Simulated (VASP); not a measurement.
Calculation: PBE GGA, VASP's PBE PAW potentials (set 64) (plane waves; VASP).

Input for VASP

### KPOINTS
```
Automatic mesh
0
Gamma
6 6 6
0 0 0
```

**INCAR**
```
SYSTEM=KBr
PREC=Accurate; ENCUT=800; LREAL=.False.
LASPH=.True.
EDIFF=1E-6; NELM=100; ALGO=Normal
LMAXMIX=4
ISMEAR=0; SIGMA=0.05
GGA=PE
ISIF=2
LWAVE=.False.; LCHARG=.False.
```

### POSCAR
```
KBr
1
    0.0000000000     3.3660000000     3.3660000000
    3.3660000000     0.0000000000     3.3660000000
    3.3660000000     3.3660000000     0.0000000000
K Br
1 1
Direct
  0.0000000000   0.0000000000   0.0000000000
  0.5000000000   0.5000000000   0.5000000000
```

POTCAR, in this order: K_sv Br (PBE.64 set). Program: vasp_std.

The run wrote:

OSZICAR:
```
       N       E                     dE             d eps       ncg     rms          rms(c)
DAV:   1     0.132663548862E+03    0.13266E+03   -0.87086E+03   384   0.162E+03
DAV:   2     0.342590201242E+01   -0.12924E+03   -0.11740E+03   460   0.306E+02
DAV:   3    -0.604935313774E+01   -0.94753E+01   -0.94181E+01   484   0.760E+01
DAV:   4    -0.640835055507E+01   -0.35900E+00   -0.35849E+00   692   0.134E+01
DAV:   5    -0.641114127202E+01   -0.27907E-02   -0.27907E-02   496   0.102E+00    0.281E+00
DAV:   6    -0.622548348474E+01    0.18566E+00   -0.30075E-01   468   0.282E+00    0.204E+00
DAV:   7    -0.621202268125E+01    0.13461E-01   -0.14006E-01   480   0.219E+00    0.981E-01
DAV:   8    -0.622225402330E+01   -0.10231E-01   -0.17133E-02   532   0.109E+00    0.129E-01
DAV:   9    -0.622293959326E+01   -0.68557E-03   -0.81998E-04   484   0.197E-01    0.842E-02
DAV:  10    -0.622342529289E+01   -0.48570E-03   -0.56380E-04   444   0.179E-01    0.164E-02
DAV:  11    -0.622343021470E+01   -0.49218E-05   -0.20416E-05   528   0.300E-02    0.510E-03
DAV:  12    -0.622343351861E+01   -0.33039E-05   -0.38388E-06   452   0.178E-02    0.467E-03
DAV:  13    -0.622343378746E+01   -0.26884E-06   -0.51836E-07   372   0.455E-03
   1 F= -.62234338E+01 E0= -.62234338E+01  d E =-.568985E-11
```

### OUTCAR
```
------------------------ aborting loop because EDIFF is reached ----------------------------------------
  FORCE on cell =-STRESS in cart. coord.  units (eV):
  Direction    XX          YY          ZZ          XY          YZ          ZX
  --------------------------------------------------------------------------------------
  Total       -0.0539122     -0.0539122     -0.0539122      0.0000000      0.0000000     -0.0000000
  in kB       -1.1324663     -1.1324663     -1.1324663      0.0000000      0.0000000     -0.0000000
  external PRESSURE =      -1.1324663 kB  Pullay stress =       0.0000000 kB
  volume of cell :       76.27
      direct lattice vectors                 reciprocal lattice vectors
     0.000000000  3.366000000  3.366000000    -0.148544266  0.148544266  0.148544266
     3.366000000  0.000000000  3.366000000     0.148544266 -0.148544266  0.148544266
     3.366000000  3.366000000  0.000000000     0.148544266  0.148544266 -0.148544266
  FREE ENERGIE OF THE ION-ELECTRON SYSTEM (eV)
  ---------------------------------------------------
  free  energy   TOTEN  =        -6.2234337875 eV

  energy  without entropy=       -6.2234337875  energy(sigma->0) =       -6.22343379
```
(Selected blocks of OUTCAR.)

### OUTCAR
```
 val. band max:       -1.9654586493   @ k =   0.0000   0.0000   0.0000

 cond. band min:       2.3139866296   @ k =   0.0000   0.0000   0.0000


 Fermi energy:        -1.7530464792

 k-point     1 :       0.0000    0.0000    0.0000
  band No.  band energies     occupation
      1     -29.8783      2.00000
      2     -14.1899      2.00000
      3     -13.3514      2.00000
      4     -13.3514      2.00000
      5     -13.3514      2.00000
      6      -1.9655      2.00000
      7      -1.9655      2.00000
      8      -1.9655      2.00000
      9       2.3140      0.00000
     10       5.6190      0.00000
     11       5.6190      0.00000
     12       5.6190      0.00000

 k-point     2 :       0.1667    0.0000    0.0000
  band No.  band energies     occupation
      1     -29.8773      2.00000
      2     -14.2385      2.00000
      3     -13.3526      2.00000
      4     -13.3526      2.00000
      5     -13.2884      2.00000
      6      -2.2946      2.00000
      7      -2.0414      2.00000
      8      -2.0414      2.00000
      9       2.9337      0.00000
     10       5.4673      0.00000
     11       5.9247      0.00000
     12       5.9247      0.00000

 k-point     3 :       0.3333    0.0000    0.0000
  band No.  band energies     occupation
      1     -29.8753      2.00000
      2     -14.3203      2.00000
      3     -13.3550      2.00000
      4     -13.3550      2.00000
      5     -13.1774      2.00000
      6      -2.8136      2.00000
      7      -2.1850      2.00000
      8      -2.1850      2.00000
      9       4.0504      0.00000
     10       5.6147      0.00000
     11       6.7401      0.00000
     12       6.7401      0.00000

 k-point     4 :       0.5000    0.0000    0.0000
  band No.  band energies     occupation
      1     -29.8743      2.00000
      2     -14.3559      2.00000
      3     -13.3562      2.00000
      4     -13.3562      2.00000
      5     -13.1270      2.00000
      6      -3.0315      2.00000
...
```

The compound is KBr in the rock salt structure. The cell was not relaxed at this level. The run is one of a series of settings (ENCUT = 800 against the base run), some of them coarse on purpose.
